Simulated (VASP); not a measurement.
# Ta: surface energy and work function by face, part 4 of 6

Aim: compare the low-index faces of Ta at one level of theory.

VASP 6.6.1; PBEsol; plane waves and PAW (Ta).

So far. Step 4 (Relaxing the slab, 7 atoms, face Ta(110)): The run ended after 10 ionic steps, 0.061 eV below its first step, once the forces on the free atoms met EDIFFG = -0.03. Step 5 (Vacuum level and density of states, 7 atoms, face …): The vacuum level lies 4.85 eV above the Fermi level at the upper face; both faces agree, as the slab has next to no dipole.

### 6. Surface relaxation, 9 atoms, face Ta(100)

System of this step: Ta(100). The cell holds 9 atoms: 9 Ta. Cell: a = 3.273 Å, b = 3.273 Å, c = 28.094 Å, α = 90.0°, β = 90.0°, γ = 90.0°. It derives from Ta. 9 layers of bcc Ta, cut at this functional's lattice. Vacuum lies along c.

INCAR reads:

```
SYSTEM = Ta
PREC = Normal
ENCUT = 320
EDIFF = 1E-05
NELM = 120
ISMEAR = 1
SIGMA = 0.15
LREAL = .FALSE.
ALGO = Fast
GGA = PS
NBANDS = 31
LORBIT = 11
LWAVE = .FALSE.
LCHARG = .FALSE.
KPAR = 4
IBRION = 2
NSW = 40
ISIF = 2
EDIFFG = -0.03
POTIM = 0.4
MAXMIX = 40
```

POSCAR reads:

```
Ta
1.0
    3.2734425966      0.0000000000      0.0000000000
    0.0000000000      3.2734425966      0.0000000000
    0.0000000000      0.0000000000     28.0937703864
Ta
9
Direct
    0.0000000000      0.0000000000      0.2669631000
    0.5000000000      0.5000000000      0.3252223200
    0.0000000000      0.0000000000      0.3834815500
    0.5000000000      0.5000000000      0.4417407700
    0.0000000000      0.0000000000      0.5000000000
    0.5000000000      0.5000000000      0.5582592300
    0.0000000000      0.0000000000      0.6165184500
    0.5000000000      0.5000000000      0.6747776800
    0.0000000000      0.0000000000      0.7330369000
```

KPOINTS reads:

```
Automatic mesh
0
Gamma
9 9 1
0 0 0
```

Potentials, in the order of the species: Ta (PBE family, release 64).

Run with:

```console
> mpirun -np 4 vasp_std
```

The program printed:

```text
[banner, memory and clock lines left out]
running    4 mpi-ranks, on    1 nodes
 distrk:  each k-point on    1 cores,    4 groups
 distr:  one band on    1 cores,    1 groups

 POSCAR found type information on POSCAR Ta
 POSCAR found :  1 types and       9 ions
 [... a notice as in an earlier step ...]

 LDA part: xc-table for (Slater+PW92), standard interpolation
 POSCAR, INCAR and KPOINTS ok, starting setup
 FFT: planning ... GRIDC
 FFT: planning ... GRID_SOFT
 FFT: planning ... GRID
 WAVECAR not read
 entering main loop
       N       E                     dE             d eps       ncg     rms          rms(c)
DAV:   1     0.106968105199E+03    0.10697E+03   -0.12633E+04   930   0.770E+02
DAV:   2    -0.987929249008E+02   -0.20576E+03   -0.19165E+03  1285   0.169E+02
DAV:   3    -0.119169182203E+03   -0.20376E+02   -0.19376E+02  1279   0.538E+01
DAV:   4    -0.120551549356E+03   -0.13824E+01   -0.13614E+01  1524   0.134E+01
DAV:   5    -0.120592279439E+03   -0.40730E-01   -0.40468E-01  1462   0.233E+00    0.436E+01
RMM:   6    -0.163966196810E+03   -0.43374E+02   -0.21307E+02  1369   0.354E+01    0.247E+01
RMM:   7    -0.143100591347E+03    0.20866E+02   -0.12679E+02  1081   0.298E+01    0.220E+01
RMM:   8    -0.110656048058E+03    0.32445E+02   -0.19665E+01   990   0.150E+01    0.857E+00
RMM:   9    -0.109746744236E+03    0.90930E+00   -0.97879E+00  1124   0.853E+00    0.524E+00
RMM:  10    -0.109706437341E+03    0.40307E-01   -0.37045E+00  1107   0.520E+00    0.354E+00
RMM:  11    -0.109789335996E+03   -0.82899E-01   -0.14086E+00  1343   0.270E+00    0.337E+00
RMM:  12    -0.109782012098E+03    0.73239E-02   -0.17854E-01  1305   0.955E-01    0.337E+00
RMM:  13    -0.109811581020E+03   -0.29569E-01   -0.87348E-02  1305   0.569E-01    0.338E+00
RMM:  14    -0.109662695962E+03    0.14889E+00   -0.34753E-01  1283   0.143E+00    0.273E+00
RMM:  15    -0.109921737280E+03   -0.25904E+00   -0.23934E+00  1613   0.298E+00    0.341E+00
RMM:  16    -0.109925171666E+03   -0.34344E-02   -0.11973E-01  1263   0.842E-01    0.321E+00
RMM:  17    -0.109603384989E+03    0.32179E+00   -0.26544E-01  1326   0.124E+00    0.210E+00
RMM:  18    -0.109580810264E+03    0.22575E-01   -0.23936E-02  1281   0.422E-01    0.197E+00
RMM:  19    -0.109574811372E+03    0.59989E-02   -0.41223E-03  1266   0.162E-01    0.193E+00
RMM:  20    -0.109546650150E+03    0.28161E-01   -0.11467E-02  1118   0.264E-01    0.181E+00
RMM:  21    -0.109426435739E+03    0.12021E+00   -0.17799E-01  1591   0.837E-01    0.773E-01
RMM:  22    -0.109426517227E+03   -0.81487E-04   -0.85758E-03  1324   0.200E-01    0.724E-01
RMM:  23    -0.109424717833E+03    0.17994E-02   -0.26260E-03  1298   0.108E-01    0.668E-01
RMM:  24    -0.109418125140E+03    0.65927E-02   -0.13096E-02  1472   0.286E-01    0.432E-01
RMM:  25    -0.109415234323E+03    0.28908E-02   -0.44455E-03  1263   0.163E-01    0.320E-01
RMM:  26    -0.109412251115E+03    0.29832E-02   -0.16131E-02  1525   0.277E-01    0.600E-02
RMM:  27    -0.109412835525E+03   -0.58441E-03   -0.39234E-03  1291   0.146E-01    0.103E-01
RMM:  28    -0.109412601018E+03    0.23451E-03   -0.44541E-04  1049   0.721E-02    0.796E-02
RMM:  29    -0.109412404755E+03    0.19626E-03   -0.47197E-04  1119   0.572E-02    0.336E-02
RMM:  30    -0.109412399434E+03    0.53210E-05   -0.46056E-04  1171   0.518E-02    0.104E-02
RMM:  31    -0.109412406042E+03   -0.66088E-05   -0.44809E-05   754   0.236E-02
   1 F= -.10941241E+03 E0= -.10941069E+03  d E =-.109412E+03
 curvature:   0.00 expect dE= 0.000E+00 dE for cont linesearch  0.000E+00
 trial: gam= 0.00000 g(F)=  0.342E+00 g(S)=  0.000E+00 ort = 0.000E+00 (trialstep = 0.100E+01)
 search vector abs. value=  0.342E+00
 bond charge predicted
       N       E                     dE             d eps       ncg     rms          rms(c)
DAV:   1    -0.109707959966E+03   -0.29556E+00   -0.25421E+01  1028   0.214E+01    0.223E+00
RMM:   2    -0.109717467814E+03   -0.95078E-02   -0.35853E-01   969   0.243E+00    0.171E+00
RMM:   3    -0.109760795564E+03   -0.43328E-01   -0.36303E-01  1019   0.186E+00    0.135E+00
RMM:   4    -0.109700923351E+03    0.59872E-01   -0.13646E-01  1129   0.109E+00    0.720E-01
RMM:   5    -0.109675346846E+03    0.25577E-01   -0.78492E-02  1157   0.684E-01    0.403E-01
RMM:   6    -0.109672904010E+03    0.24428E-02   -0.27983E-02  1166   0.440E-01    0.229E-01
RMM:   7    -0.109672647081E+03    0.25693E-03   -0.40428E-03  1173   0.204E-01    0.126E-01
RMM:   8    -0.109673035728E+03   -0.38865E-03   -0.21088E-03  1195   0.122E-01    0.101E-01
RMM:   9    -0.109673013720E+03    0.22007E-04   -0.42685E-04  1110   0.644E-02    0.103E-01
RMM:  10    -0.109672388142E+03    0.62558E-03   -0.90523E-04  1078   0.712E-02    0.330E-02
RMM:  11    -0.109672434035E+03   -0.45893E-04   -0.19624E-04  1096   0.400E-02    0.356E-02
RMM:  12    -0.109672392356E+03    0.41679E-04   -0.12672E-04  1015   0.298E-02    0.199E-02
RMM:  13    -0.109672392206E+03    0.15011E-06   -0.13152E-04  1071   0.308E-02    0.847E-03
RMM:  14    -0.109672392309E+03   -0.10364E-06   -0.97852E-06   579   0.129E-02
   2 F= -.10967239E+03 E0= -.10966971E+03  d E =-.259986E+00
[... from here on, the cycles between the ionic steps are left out ...]
   3 F= -.10974753E+03 E0= -.10974437E+03  d E =-.335120E+00
   4 F= -.10974774E+03 E0= -.10974460E+03  d E =-.335335E+00
   5 F= -.10977742E+03 E0= -.10977442E+03  d E =-.296752E-01
   6 F= -.10978716E+03 E0= -.10978471E+03  d E =-.394168E-01
   7 F= -.10978717E+03 E0= -.10978475E+03  d E =-.394322E-01
   8 F= -.10978923E+03 E0= -.10978673E+03  d E =-.205446E-02
   9 F= -.10979045E+03 E0= -.10978787E+03  d E =-.327422E-02
  10 F= -.10979221E+03 E0= -.10978972E+03  d E =-.176034E-02
  11 F= -.10979589E+03 E0= -.10979368E+03  d E =-.544120E-02
  12 F= -.10979623E+03 E0= -.10979433E+03  d E =-.577746E-02
 curvature:   1.30 expect dE= 0.472E-03 dE for cont linesearch  0.179E-03
 ZBRENT: bracketing found
 ZBRENT: interpolating
 opt :   8.2956  next Energy=  -109.797351 (dE=-0.690E-02)
 bond charge predicted
       N       E                     dE             d eps       ncg     rms          rms(c)
DAV:   1    -0.109800131769E+03   -0.39120E-02   -0.26590E+00   930   0.701E+00    0.401E-01
RMM:   2    -0.109796940536E+03    0.31912E-02   -0.95182E-03   940   0.524E-01    0.588E-02
RMM:   3    -0.109797184448E+03   -0.24391E-03   -0.23032E-03  1108   0.172E-01    0.342E-02
RMM:   4    -0.109797241147E+03   -0.56699E-04   -0.52678E-04  1245   0.711E-02    0.178E-02
RMM:   5    -0.109797247689E+03   -0.65423E-05   -0.76589E-05   872   0.272E-02
  13 F= -.10979725E+03 E0= -.10979526E+03  d E =-.679985E-02
 curvature:  -8.13 expect dE=-0.288E-03 dE for cont linesearch -0.843E-05
 trial: gam= 0.00659 g(F)=  0.354E-04 g(S)=  0.000E+00 ort = 0.551E-04 (trialstep = 0.261E+01)
 search vector abs. value=  0.363E-04
 reached required accuracy - stopping structural energy minimisation
```

The job ended after 90 s (4 MPI ranks of AMD EPYC 7R43, shared host; peak memory 0.66 GiB; 5.9 min of CPU time).

Parts of OUTCAR (step 6):

```text
   k-points           NKPTS =     15   k-points in BZ     NKDIM =     15   number of bands    NBANDS=     31

   ENCUT  =  320.0 eV  23.52 Ry    4.85 a.u.   4.77  4.77 40.98*2*pi/ulx,y,z

   NELECT =      45.0000    total number of electrons

 E-fermi :   1.3837

 k-point     1 :       0.0000    0.0000    0.0000
  band No.  band energies     occupation
    ...
     12      -1.5611      2.00000
     13      -0.9064      2.00000
     14       0.2294      2.00000
     15       1.3883      0.94818
     16       1.3902      0.92675
     17       1.6059     -0.05694
     18       1.8789     -0.00003
     19       1.9337     -0.00000
     20       1.9622     -0.00000
     21       1.9622     -0.00000
    ...

  Total       -1.9762278     -1.9762278     -0.4113579      0.0000000      0.0000000     -0.0000000
  in kB      -10.5178774    -10.5178774     -2.1893284      0.0000000      0.0000000     -0.0000000
  external PRESSURE =      -7.7416944 kB  Pullay stress =       0.0000000 kB

 POSITION                                       TOTAL-FORCE (eV/Angst)
 -----------------------------------------------------------------------------------
      0.00000      0.00000      7.69558        -0.000000      0.000000      0.002595
      1.63672      1.63672      9.10570         0.000000     -0.000000      0.016578
      0.00000      0.00000     10.73777        -0.000000      0.000000     -0.012725
      1.63672      1.63672     12.42956         0.000000     -0.000000     -0.003913
      0.00000      0.00000     14.04689        -0.000000      0.000000      0.000000
      1.63672      1.63672     15.66421        -0.000000      0.000000      0.003913
      0.00000      0.00000     17.35600        -0.000000      0.000000      0.012725
      1.63672      1.63672     18.98807         0.000000     -0.000000     -0.016578
      0.00000      0.00000     20.39819         0.000000      0.000000     -0.002595
 -----------------------------------------------------------------------------------
    total drift:                               -0.000000      0.000000     -0.000000

  FREE ENERGIE OF THE ION-ELECTRON SYSTEM (eV)
  ---------------------------------------------------
  free  energy   TOTEN  =      -109.7972476892 eV

  energy  without entropy=     -109.7912722478  energy(sigma->0) =     -109.79525588

[... 1 part as in an earlier step ...]

[... 15 further parts left out ...]
```

CONTCAR:

```
Ta
   1.00000000000000
     3.2734425965999998    0.0000000000000000    0.0000000000000000
     0.0000000000000000    3.2734425965999998    0.0000000000000000
     0.0000000000000000    0.0000000000000000   28.0937703863999992
  Ta
     9
Direct
     0.0000000000000000    0.0000000000000000    0.2739247986256106
     0.5000000000000000    0.5000000000000000    0.3241180905376216
     0.0000000000000000    0.0000000000000000    0.3822118839485886
     0.5000000000000000    0.5000000000000000    0.4424312017520758
     0.0000000000000000    0.0000000000000000    0.5000000000000000
     0.5000000000000000    0.5000000000000000    0.5575687982479244
     0.0000000000000000    0.0000000000000000    0.6177881160514115
     0.5000000000000000    0.5000000000000000    0.6758819094623787
     0.0000000000000000    0.0000000000000000    0.7260752013743896
```

The run keeps the 16 symmetry operations of its start, so it cannot find a distortion of lower symmetry.

Step by step:

```tsv
step	energy less that of the first step (eV)	largest force (eV/Å)
1	0.0000	1.5326
2	-0.2600	0.8957
3	-0.3351	0.4357
4	-0.3353	0.4333
5	-0.3650	0.2116
6	-0.3748	0.1006
7	-0.3748	0.1110
8	-0.3768	0.0733
9	-0.3780	0.1239
10	-0.3798	0.1034
11	-0.3835	0.0472
12	-0.3838	0.0606
13	-0.3848	0.0166
```

The atoms that moved most (Å):

```tsv
atom	dx	dy	dz	length
Ta1	0.000	0.000	0.196	0.196
Ta9	0.000	0.000	-0.196	0.196
Ta7	0.000	0.000	0.036	0.036
Ta3	0.000	0.000	-0.036	0.036
Ta2	0.000	0.000	-0.031	0.031
Ta8	0.000	0.000	0.031	0.031
Ta6	0.000	0.000	-0.019	0.019
Ta4	0.000	0.000	0.019	0.019
```

The relaxed structure:

```
Ta
1.0
     3.27344    0.00000    0.00000
     0.00000    3.27344    0.00000
     0.00000    0.00000   28.09377
Ta
9
Cartesian
  0.0000 0.0000 7.6956
  1.6367 1.6367 9.1057
  0.0000 0.0000 10.7378
  1.6367 1.6367 12.4296
  0.0000 0.0000 14.0469
  1.6367 1.6367 15.6642
  0.0000 0.0000 17.3560
  1.6367 1.6367 18.9881
  0.0000 0.0000 20.3982
```

This step gave:

```
electronic cycles       : 113
electrons               : 45
free energy (TOTEN)     : -109.7972 eV
energy at zero smearing : -109.7953 eV
Fermi energy            : 1.384 eV
```

The run ended after 13 ionic steps, 0.385 eV below its first step, once the forces on the free atoms met EDIFFG = -0.03.

(Continued in part 5 of 6.)

[Lines on the potential files, build, host, timing and source positions are cut from VASP's logs without a mark.]

[Logs are printed without paths, hosts, clocks, repeated set-up lines and the standing remarks that a program may print on its own settings, such as how far it seeks lower states.]

[Hosts, paths, dates, database ids (printed as entryN), source tags and the programs' standing remarks are cut or masked in the printed files.]

[Runs that stopped without an error message from VASP are left out.]
